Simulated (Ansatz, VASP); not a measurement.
**HfSi in two plane-wave programs**

Aim: how closely do two programs agree when they are given the same cell, functional and k mesh? The cell is generated by rule, not measured, and may not be a known phase. The cell is taken from a series of runs on this material, whose earlier steps may have relaxed, scaled, displaced or heated it; both programs get it as it stands.

Program: Ansatz 0.2.0. Level of theory: plane waves, with VASP 6.6.1 beside it; zone-centre phonons at r2SCAN. Results are calculated unless marked as measured.

The structure was built from a prototype and need not be the compound's stable phase.

**1. Set-up**

It takes space group F-43m (No. 216, cubic). Conventional cell: a = 6.048 Å, b = 6.048 Å, c = 6.048 Å, α = 90.00°, β = 90.00°, γ = 90.00°. Nearest to Hf lie 4 Si at 2.62 Å. Si has 4 Hf at 2.62 Å nearest. Farther neighbours are not listed.

**2. VASP: zone-centre phonons, r2SCAN**

Second derivatives magnify differences that forces hide, and they need a tight electronic threshold.

Lines of VASP's logs that name or quote its potential files are left out, and so is its time.

Input file INCAR:

```
SYSTEM = HfSi
PREC = Accurate
ENCUT = 550
EDIFF = 1E-08
NELM = 120
ISMEAR = 0
SIGMA = 0.01
LREAL = .FALSE.
ALGO = Normal
METAGGA = R2SCAN
LASPH = .TRUE.
NBANDS = 13
LORBIT = 11
LWAVE = .FALSE.
LCHARG = .FALSE.
ISIF = 2
IBRION = 6
NFREE = 2
POTIM = 0.015
NSW = 1
GGA_COMPAT = .FALSE.
EFERMI = MIDGAP
LMIXTAU = .TRUE.
KPAR = 2
```

Input file POSCAR:

```
HfSi
1.0
    0.0000000000      3.0240707983      3.0240707983
    3.0240707983      0.0000000000      3.0240707983
    3.0240707983      3.0240707983      0.0000000000
Hf Si
1 1
Direct
    0.0000000000      0.0000000000      0.0000000000
    0.2500000000      0.2500000000      0.2500000000
```

Input file KPOINTS:

```
Automatic mesh
0
Gamma
12 12 12
0 0 0
```

PAW data sets: Hf_pv and Si (PBE family, release 64).

Launch:

```
mpirun -np 2 vasp_std
```

Numbers of over 12 decimals in the logs are rounded to 6 here.

What it wrote:

```text
[banner, memory and clock lines left out]
running    2 mpi-ranks, on    1 nodes
 distrk:  each k-point on    1 cores,    2 groups
 distr:  one band on    1 cores,    1 groups

 POSCAR found type information on POSCAR HfSi
 POSCAR found :  2 types and       2 ions
|                                                                             |
|               ----> ADVICE to this user running VASP <----                  |
|                                                                             |
|     You enforced a specific xc type in the INCAR file but a different       |
|     [... a line on the potential file left out ...]
|     I HOPE YOU KNOW WHAT YOU ARE DOING!                                     |
|                                                                             |

 LDA part: xc-table for (None), standard interpolation
 POSCAR, INCAR and KPOINTS ok, starting setup
 FFT: planning ... GRIDC
 FFT: planning ... GRID_SOFT
 FFT: planning ... GRID
 WAVECAR not read
 entering main loop
       N       E                     dE             d eps       ncg     rms          rms(c)
DAV:   1    -0.137465900518E+02   -0.13747E+02   -0.72821E+03  1872   0.994E+02
DAV:   2    -0.557866148964E+02   -0.42040E+02   -0.39421E+02  2430   0.186E+02
DAV:   3    -0.574437736145E+02   -0.16572E+01   -0.16420E+01  2453   0.260E+01
DAV:   4    -0.574682793330E+02   -0.24506E-01   -0.24497E-01  2226   0.402E+00
DAV:   5    -0.574687703545E+02   -0.49102E-03   -0.49101E-03  2537   0.518E-01    0.417E+01
DAV:   6    -0.526769399716E+02    0.47918E+01   -0.28919E+00  2097   0.107E+01    0.268E+01
DAV:   7    -0.533124024232E+02   -0.63546E+00   -0.14037E+00  2337   0.771E+00    0.203E+00
DAV:   8    -0.529825641462E+02    0.32984E+00   -0.61177E-01  2122   0.655E+00    0.414E+00
DAV:   9    -0.529446478149E+02    0.37916E-01   -0.38628E-01  1882   0.510E+00    0.759E-01
DAV:  10    -0.529591912840E+02   -0.14543E-01   -0.20973E-02  2127   0.124E+00    0.517E-01
DAV:  11    -0.529863607985E+02   -0.27170E-01   -0.42140E-02  1947   0.145E+00    0.129E-01
DAV:  12    -0.529891544100E+02   -0.27936E-02   -0.12284E-02  1982   0.930E-01    0.275E-01
DAV:  13    -0.529827488659E+02    0.64055E-02   -0.14858E-03  2377   0.361E-01    0.390E-01
DAV:  14    -0.529756930949E+02    0.70558E-02   -0.14901E-03  2002   0.399E-01    0.218E-01
[...]
DAV:  20    -0.529925485612E+02   -0.76823E-05   -0.89781E-06  1992   0.261E-02    0.307E-03
DAV:  21    -0.529925489402E+02   -0.37903E-06   -0.12937E-06  1942   0.116E-02    0.177E-03
DAV:  22    -0.529925491988E+02   -0.25858E-06   -0.17346E-07  2222   0.420E-03    0.108E-03
DAV:  23    -0.529925491348E+02    0.63962E-07   -0.39716E-08  2132   0.179E-03    0.446E-04
DAV:  24    -0.529925491864E+02   -0.51606E-07   -0.88061E-09  1441   0.114E-03    0.981E-05
DAV:  25    -0.529925491529E+02    0.33521E-07   -0.30207E-09  1371   0.567E-04    0.787E-05
DAV:  26    -0.529925491702E+02   -0.17279E-07   -0.94890E-10  1041   0.275E-04    0.519E-05
DAV:  27    -0.529925491695E+02    0.74260E-09   -0.14733E-10  1041   0.994E-05
   1 F= -.52992549E+02 E0= -.52992549E+02  d E =-.469843-118
[...]
2 F= -.52991610E+02 E0= -.52991610E+02  d E =-.770415-106
[...]
3 F= -.52991611E+02 E0= -.52991611E+02  d E =-.767217-106
[...]
4 F= -.52991611E+02 E0= -.52991611E+02  d E =-.755789-106
 Finite differences progress:
  Degree of freedom:   2/  2
  Displacement:        1/  2
  Total:               3/  4
 bond charge predicted
       N       E                     dE             d eps       ncg     rms          rms(c)
DAV:   1    -0.529925079094E+02   -0.89667E-03   -0.13703E-01  7460   0.159E+00    0.778E-01
DAV:   2    -0.529917371596E+02    0.77075E-03   -0.49045E-03  9545   0.440E-01    0.475E-01
DAV:   3    -0.529914806458E+02    0.25651E-03   -0.15459E-03  8590   0.254E-01    0.326E-02
DAV:   4    -0.529915322198E+02   -0.51574E-04   -0.72868E-04  7605   0.181E-01    0.475E-02
DAV:   5    -0.529915725068E+02   -0.40287E-04   -0.23979E-04  7475   0.115E-01    0.145E-02
DAV:   6    -0.529916106158E+02   -0.38109E-04   -0.43569E-05  7975   0.483E-02    0.759E-03
DAV:   7    -0.529916102315E+02    0.38435E-06   -0.34038E-06  8900   0.183E-02    0.432E-03
DAV:   8    -0.529916105045E+02   -0.27298E-06   -0.30026E-06  7820   0.174E-02    0.284E-03
DAV:   9    -0.529916101831E+02    0.32137E-06   -0.91986E-07  7650   0.944E-03    0.490E-04
DAV:  10    -0.529916101875E+02   -0.44042E-08   -0.42772E-08  9790   0.182E-03
   5 F= -.52991610E+02 E0= -.52991610E+02  d E =-.767915-106
 Finite differences progress:
  Degree of freedom:   2/  2
  Displacement:        2/  2
  Total:               4/  4
```

Parts of OUTCAR (step 2):

```text
ion  position               nearest neighbor table
   1  0.000  0.000  0.000-   2 2.62   2 2.62   2 2.62   2 2.62
   2  0.250  0.250  0.250-   1 2.62   1 2.62   1 2.62   1 2.62

  LATTYP: Found a face centered cubic cell.
 ALAT       =     6.0481415966

 Subroutine GETGRP returns: Found 24 space group operations
 (whereof 24 operations were pure point group operations)

The static configuration has the point symmetry T_d .

 Found     72 irreducible k-points:

   k-points           NKPTS =     72   k-points in BZ     NKDIM =     72   number of bands    NBANDS=     13

   dimension x,y,z NGX =    36 NGY =   36 NGZ =   36
   dimension x,y,z NGXF=    72 NGYF=   72 NGZF=   72

   ENCUT  =  550.0 eV  40.42 Ry    6.36 a.u.   8.18  8.18  8.18*2*pi/ulx,y,z

   NELECT =      14.0000    total number of electrons

 k-points in reciprocal lattice and weights: Automatic mesh
   0.00000000  0.00000000  0.00000000       0.001
   0.08333333  0.00000000  0.00000000       0.005
   0.16666667  0.00000000  0.00000000       0.005
   0.25000000  0.00000000  0.00000000       0.005
   0.33333333  0.00000000  0.00000000       0.005
   0.41666667  0.00000000  0.00000000       0.005
   0.50000000  0.00000000  0.00000000       0.002
   0.08333333  0.08333333  0.00000000       0.003
   0.16666667  0.08333333  0.00000000       0.014
[...]
-0.33333333  0.50000000  0.16666667       0.007
  -0.25000000  0.50000000  0.25000000       0.003

 average (electrostatic) potential at core
       1 -45.7795       2 -87.5272

 E-fermi :   2.7274

 k-point     1 :       0.0000    0.0000    0.0000
  band No.  band energies     occupation
    ...
      3     -29.4095      2.00000
      4      -5.8461      2.00000
      5       1.2984      2.00000
      6       1.3110      2.00000
      7       1.3244      2.00000
      8       4.6090      0.00000
      9       4.6095      0.00000
     10       7.3420      0.00000
     11       9.8096      0.00000
     12       9.8634      0.00000
    ...

 k-point     2 :       0.0833    0.0000    0.0000
  band No.  band energies     occupation
    ...
      3     -29.4110      2.00000
      4      -5.7670      2.00000
      5       1.1773      2.00000
      6       1.3449      2.00000
      7       1.3608      2.00000
      8       4.5687      0.00000
      9       4.5687      0.00000
     10       7.5719      0.00000
     11       9.3940      0.00000
     12       9.8707      0.00000
    ...

 k-point     3 :       0.1667    0.0000    0.0000
  band No.  band energies     occupation
    ...
      3     -29.4129      2.00000
      4      -5.5402      2.00000
      5       0.8670      2.00000
      6       1.4437      2.00000
      7       1.4551      2.00000
      8       4.4956      0.00000
      9       4.4982      0.00000
     10       7.9129      0.00000
     11       8.5018      0.00000
     12       9.7875      0.00000
    ...

  Total       -0.0947197     -0.0901284     -0.0901284      0.0000000      0.1780143      0.0000000
  in kB       -2.7437545     -2.6107562     -2.6107562      0.0000000      5.1565537      0.0000000
  external PRESSURE =      -2.6550890 kB  Pullay stress =       0.0000000 kB

  energy-cutoff  :      550.00
  volume of cell :       55.31
      direct lattice vectors                 reciprocal lattice vectors
     0.000000000  3.024070798  3.024070798    -0.165340044  0.165340044  0.165340044
     3.024070798  0.000000000  3.024070798     0.165340044 -0.165340044  0.165340044
     3.024070798  3.024070798  0.000000000     0.165340044  0.165340044 -0.165340044

 POSITION                                       TOTAL-FORCE (eV/Angst)
 -----------------------------------------------------------------------------------
      0.00000      0.00000      0.00000        -0.125299     -0.000000     -0.000000
      1.49704      1.51204      1.51204         0.125299      0.000000      0.000000
 -----------------------------------------------------------------------------------
    total drift:                               -0.000174      0.000000      0.000000

  FREE ENERGIE OF THE ION-ELECTRON SYSTEM (eV)
  ---------------------------------------------------
  free  energy   TOTEN  =       -52.9916101875 eV

  energy  without entropy=      -52.9916101875  energy(sigma->0) =      -52.99161019

 Eigenvectors and eigenvalues of the dynamical matrix
 ----------------------------------------------------

   1 f  =    9.172139 THz    57.630251 2PiTHz  305.949636 cm-1    37.932903 meV
             X         Y         Z           dx          dy          dz
      0.000000  0.000000  0.000000    -0.368776    0.000000    0.000000
      1.512035  1.512035  1.512035     0.929518    0.000000    0.000000

   2 f  =    9.172139 THz    57.630251 2PiTHz  305.949636 cm-1    37.932903 meV
             X         Y         Z           dx          dy          dz
      0.000000  0.000000  0.000000     0.000000    0.000000   -0.368776
      1.512035  1.512035  1.512035     0.000000    0.000000    0.929518

   3 f  =    9.172139 THz    57.630251 2PiTHz  305.949636 cm-1    37.932903 meV
             X         Y         Z           dx          dy          dz
      0.000000  0.000000  0.000000    -0.000000    0.368776    0.000000
      1.512035  1.512035  1.512035     0.000000   -0.929518    0.000000

   4 f/i=    0.000538 THz     0.003378 2PiTHz    0.017936 cm-1     0.002224 meV
             X         Y         Z           dx          dy          dz
      0.000000  0.000000  0.000000     0.929518    0.000000    0.000000
      1.512035  1.512035  1.512035     0.368776    0.000000    0.000000

   5 f/i=    0.000538 THz     0.003378 2PiTHz    0.017936 cm-1     0.002224 meV
             X         Y         Z           dx          dy          dz
      0.000000  0.000000  0.000000    -0.000000   -0.929518    0.000000
      1.512035  1.512035  1.512035     0.000000   -0.368776    0.000000

   6 f/i=    0.000538 THz     0.003378 2PiTHz    0.017936 cm-1     0.002224 meV
             X         Y         Z           dx          dy          dz
      0.000000  0.000000  0.000000     0.000000    0.000000    0.929518
      1.512035  1.512035  1.512035     0.000000    0.000000    0.368776

 ELASTIC MODULI CONTR FROM IONIC RELAXATION (kBar)
 Direction    XX          YY          ZZ          XY          YZ          ZX
 --------------------------------------------------------------------------------
 XX          -0.0000     -0.0000     -0.0000      0.0000      0.0000     -0.0000
 YY          -0.0000     -0.0000     -0.0000      0.0000      0.0000      0.0000
 ZZ          -0.0000     -0.0000     -0.0000      0.0000      0.0000     -0.0000
 XY           0.0000      0.0000      0.0000   -488.7374      0.0000      0.0000
 YZ           0.0000      0.0000      0.0000      0.0000   -488.7374      0.0000
 ZX          -0.0000      0.0000     -0.0000      0.0000      0.0000   -488.7374
 --------------------------------------------------------------------------------

 total charge
# of ion       s       p       d       tot
------------------------------------------
    1        0.362   6.346   1.434   8.142
    2        0.785   1.050   0.000   1.835
--------------------------------------------------
tot          1.147   7.396   1.434   9.977

[... 3 further parts left out ...]
```

CONTCAR:

```
HfSi
   1.00000000000000
     0.0000000000000000    3.0240707982999999    3.0240707982999999
     3.0240707982999999    0.0000000000000000    3.0240707982999999
     3.0240707982999999    3.0240707982999999    0.0000000000000000
  Hf              Si
     1     1
Direct
     0.0000000000000000    0.0000000000000000    0.0000000000000000
     0.2524801006657040    0.2475198993342960    0.2475198993342960
```

Harder data sets than Hf_pv exist (the GW ones), and pressures, volumes and forces can shift noticeably with them.

Levels, forces or a CONTCAR printed for this step are those of its last displaced cell, not of the structure at rest.

[end of part 1 of 2]

[Lines on the potential files, build, host, timing and source positions are cut from VASP's logs without a mark.]

[Logs are printed without paths, hosts, clocks, repeated set-up lines and the standing remarks that a program may print on its own settings, such as how far it seeks lower states.]

[Hosts, paths, dates, database ids (printed as entryN), source tags and the programs' standing remarks are cut or masked in the printed files.]
